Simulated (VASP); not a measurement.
Input of a VASP 6.6.1 run:

INCAR

```
ALGO     = Fast           # electronic algorithm
EDIFF    = 1E-6           # SCF threshold, eV
EDIFFG   = -0.01          # ionic threshold
ENCUT    = 600            # plane-wave cutoff, eV
GGA      = RP             # functional
IBRION   = 2              # ionic algorithm
ISIF     = 3              # what is computed and relaxed
ISMEAR   = 1              # smearing method
LASPH    = T              # aspherical terms in the spheres
LCHARG   = F              # write CHGCAR
LREAL    = F              # projectors in reciprocal space
LWAVE    = F              # write WAVECAR
NELM     = 60             # most SCF steps
NSW      = 40             # ionic steps
PREC     = Accurate       # precision mode
SIGMA    = 0.2            # smearing width, eV
```

Contents of KPOINTS:

```
k-points
0
Gamma
  7 7 7
```

POSCAR

```
Al4Ag
1.0
   -2.7071985100      2.7071985100      2.7071985100
    2.7071985100     -2.7071985100      2.7071985100
    2.7071985100      2.7071985100     -2.7071985100
Al Ag
4 1
Direct
    0.0000000000      0.0000000000      0.5000000000
    0.5000000000      0.0000000000      0.0000000000
    0.5000000000      0.5000000000      0.5000000000
    0.0000000000      0.5000000000      0.0000000000
    0.0000000000      0.0000000000      0.0000000000
```

Potentials or basis: VASP PAW PBE potentials, release 64 (Al, Ag).

Command:

```sh
$ cat potpaw_PBE.64/Al/POTCAR potpaw_PBE.64/Ag/POTCAR > POTCAR
$ mpirun -np 1 vasp_std > vasp.out
```

Task: Predict the relaxed cell.

Result: a = 5.172 Å, b = 5.172 Å, c = 5.172 Å, α = 109.47°, β = 109.47°, γ = 109.47°.

Task: Predict the relaxed volume.

Result: 21.29 Å³/atom.

Task: Estimate the space group after relaxing (to 0.05 Å).

Result: Im-3m (No. 229).

Step by step:
```tsv
step	energy change (eV)	largest force (eV/Å)	pressure (GPa)	volume (Å³)
1	0.0000	0.0000	35.19	79.36
2	-1.7728	0.0000	-6.21	126.52
3	-2.2475	0.0000	0.20	106.07
4	-2.2476	0.0000	-0.10	106.66
5	-2.2507	0.0000	0.01	106.47
```

Caveat: the volume moved by over 15 % at a fixed basis, so the end points are rough; the PAW data sets were made with another functional, which shifts forces and pressure a little.
